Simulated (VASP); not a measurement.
Computed with AM05 GGA, VASP's PBE PAW potentials (set 64) (plane waves; VASP).

A VASP calculation is set up with these files.

### INCAR
```
LREAL = .False.
SYSTEM = CsSnI3
GGA = AM
LWAVE = .False.
NELM = 100
NSW = 60
ENCUT = 520
SIGMA = 0.05
PREC = Accurate
ALGO = Normal   ! blocked Davidson
LMAXMIX = 4
EDIFFG = -0.02   ! ionic stop
IBRION = 2
EDIFF = 1E-6   ! SCF stop (eV)
ISMEAR = 0   ! Gaussian
LCHARG = .False.
LASPH = .True.   ! aspherical one-centre terms
ISIF = 3
```

File KPOINTS:
```
kpoints
0
gamma
 4 4 4
0 0 0
```

POSCAR:
```
CsSnI3
1.0
  6.2278833771   0.0000000000   0.0000000000
  0.0000000000   6.2278833771   0.0000000000
  0.0000000000   0.0000000000   6.2278833771
Cs Sn I
1 1 3
Cart
  0.0000000000   0.0000000000   0.0000000000
  3.1139416886   3.1139416886   3.1139416886
  3.1139416886   0.0000000000   3.1139416886
  0.0000000000   3.1139416886   3.1139416886
  3.1139416886   3.1139416886   0.0000000000
```

POTCAR, in this order: Cs_sv Sn_d I (PBE.64 set). Program: vasp_std.

What VASP printed:

### OUTCAR
```
 ion  position               nearest neighbor table
   1  0.000  0.000  0.000-
   2  0.500  0.500  0.500-   3 3.11   4 3.11   5 3.11   5 3.11   3 3.11   4 3.11
   3  0.500  0.000  0.500-   2 3.11   2 3.11
   4  0.000  0.500  0.500-   2 3.11   2 3.11
   5  0.500  0.500  0.000-   2 3.11   2 3.11
  LATTYP: Found a simple cubic cell.
 ALAT       =     6.2278833771
 Subroutine PRICEL returns:
 Original cell was already a primitive cell.
 Subroutine GETGRP returns: Found 48 space group operations
The static configuration has the point symmetry O_h .
The dynamic configuration has the point symmetry O_h .
 Subroutine INISYM returns: Found 48 space group operations
 Subroutine IBZKPT returns following result:
 Found     10 irreducible k-points:

 Following reciprocal coordinates:
            Coordinates               Weight
  0.000000  0.000000  0.000000      1.000000
  0.250000  0.000000  0.000000      6.000000
  0.500000  0.000000  0.000000      3.000000
  0.250000  0.250000  0.000000     12.000000
  0.500000  0.250000  0.000000     12.000000
  0.500000  0.500000  0.000000      3.000000
  0.250000  0.250000  0.250000      8.000000
  0.500000  0.250000  0.250000     12.000000
  0.500000  0.500000  0.250000      6.000000
  0.500000  0.500000  0.500000      1.000000
   k-points           NKPTS =     10   k-points in BZ     NKDIM =     10   number of bands    NBANDS=     26
   number of dos      NEDOS =    301   number of ions     NIONS =      5
   total plane-waves  NPLWV = 110592
   dimension x,y,z NGX =    48 NGY =   48 NGZ =   48
   dimension x,y,z NGXF=    96 NGYF=   96 NGZF=   96
   ions per type =               1   1   3
   PREC   = accura    normal or accurate (medium, high low for compatibility)
   ISTART =      0    job   : 0-new  1-cont  2-samecut
   ICHARG =      2    charge: 1-file 2-atom 10-const
   ISPIN  =      1    spin polarized calculation?
   LNONCOLLINEAR =      F non collinear calculations
...
```

OSZICAR:
```
       N       E                     dE             d eps       ncg     rms          rms(c)
DAV:   1     0.356655776451E+03    0.35666E+03   -0.18116E+04   520   0.153E+03
DAV:   2     0.302260793006E+02   -0.32643E+03   -0.32046E+03   624   0.309E+02
DAV:   3    -0.125339935815E+02   -0.42760E+02   -0.41957E+02   632   0.123E+02
DAV:   4    -0.141794485792E+02   -0.16455E+01   -0.16420E+01   646   0.281E+01
DAV:   5    -0.142329686376E+02   -0.53520E-01   -0.53513E-01   812   0.484E+00    0.440E+00
DAV:   6    -0.139579648959E+02    0.27500E+00   -0.50700E-01   658   0.400E+00    0.276E+00
DAV:   7    -0.139387279279E+02    0.19237E-01   -0.32901E-01   646   0.251E+00    0.951E-01
DAV:   8    -0.139456481324E+02   -0.69202E-02   -0.46933E-02   590   0.162E+00    0.302E-01
DAV:   9    -0.139460385470E+02   -0.39041E-03   -0.40551E-03   644   0.508E-01    0.121E-01
DAV:  10    -0.139466306241E+02   -0.59208E-03   -0.10691E-03   610   0.173E-01    0.464E-02
DAV:  11    -0.139467487803E+02   -0.11816E-03   -0.53420E-04   580   0.161E-01    0.440E-02
DAV:  12    -0.139467506404E+02   -0.18601E-05   -0.37778E-05   638   0.327E-02    0.297E-02
DAV:  13    -0.139467501136E+02    0.52674E-06   -0.34094E-06   530   0.132E-02
   1 F= -.13946750E+02 E0= -.13946750E+02  d E =-.139468E+02
```

### OUTCAR
```
------------------------ aborting loop because EDIFF is reached ----------------------------------------
  FORCE on cell =-STRESS in cart. coord.  units (eV):
  Direction    XX          YY          ZZ          XY          YZ          ZX
  --------------------------------------------------------------------------------------
  Total       -0.0037998     -0.0037998     -0.0037998      0.0000000     -0.0000000      0.0000000
  in kB       -0.0252032     -0.0252032     -0.0252032      0.0000000     -0.0000000      0.0000000
  external PRESSURE =      -0.0252032 kB  Pullay stress =       0.0000000 kB
  volume of cell :      241.56
      direct lattice vectors                 reciprocal lattice vectors
     6.227883377  0.000000000  0.000000000     0.160568196  0.000000000  0.000000000
     0.000000000  6.227883377  0.000000000     0.000000000  0.160568196  0.000000000
     0.000000000  0.000000000  6.227883377     0.000000000  0.000000000  0.160568196
 POSITION                                       TOTAL-FORCE (eV/Angst)
 -----------------------------------------------------------------------------------
      0.00000      0.00000      0.00000         0.000000      0.000000      0.000000
      3.11394      3.11394      3.11394         0.000000      0.000000      0.000000
      3.11394      0.00000      3.11394         0.000000      0.000000      0.000000
      0.00000      3.11394      3.11394         0.000000      0.000000      0.000000
      3.11394      3.11394      0.00000         0.000000      0.000000      0.000000
 -----------------------------------------------------------------------------------
    total drift:                                0.000000     -0.000000     -0.000000
  FREE ENERGIE OF THE ION-ELECTRON SYSTEM (eV)
  ---------------------------------------------------
  free  energy   TOTEN  =       -13.9467501136 eV

  energy  without entropy=      -13.9467500769  energy(sigma->0) =      -13.94675010

 reached required accuracy - stopping structural energy minimisation
```
(Selected blocks of OUTCAR.)

The compound is CsSnI3 in the cubic perovskite structure, the ideal cubic form; the compound distorts at low or room temperature. It was relaxed first. The start is the result of an earlier pass.
